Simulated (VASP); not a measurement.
The system is HgTe (Coloradoite).

```
Hg Te
1.0
     0.00000    3.21450    3.21450
     3.21450    0.00000    3.21450
     3.21450    3.21450    0.00000
Hg Te
1 1
Cartesian
  0.0000 0.0000 0.0000
  1.6073 1.6073 1.6073
```

- Program: VASP 6.6.1
- Task: relaxation of cell and atoms
- Functional: PBEsol
- Potentials or basis: VASP PAW PBE potentials, release 64 (Hg, Te)
- Cutoff: 600 eV
- k mesh: 10 × 10 × 10
- Occupations: gaussian, width 0.03 eV
- Spin: no spin polarisation

At the start: pressure 1.9 GPa; volume 33.22 Å³/atom.

**Question.** Where does the relaxation end?

**Answer.** Over 3 steps the energy falls by 7.7 meV/atom and the volume is 34.58 Å³/atom (+4.1 %); space group F-43m (No. 216, to 0.05 Å).

The path:
```tsv
step	energy change (eV)	largest force (eV/Å)	pressure (GPa)	volume (Å³)
1	0.0000	0.0000	1.88	66.43
2	-0.0133	0.0000	-0.63	70.26
3	-0.0155	0.0000	0.00	69.17
```

Final structure:
```
CELL_PARAMETERS angstrom
0.00000 3.25801 3.25801
3.25801 0.00000 3.25801
3.25801 3.25801 0.00000
ATOMIC_POSITIONS crystal
Hg 0.00000 0.00000 0.00000
Te 0.25000 0.25000 0.25000
```

Caveat: the PAW data sets were made with another functional, which shifts forces and pressure a little.
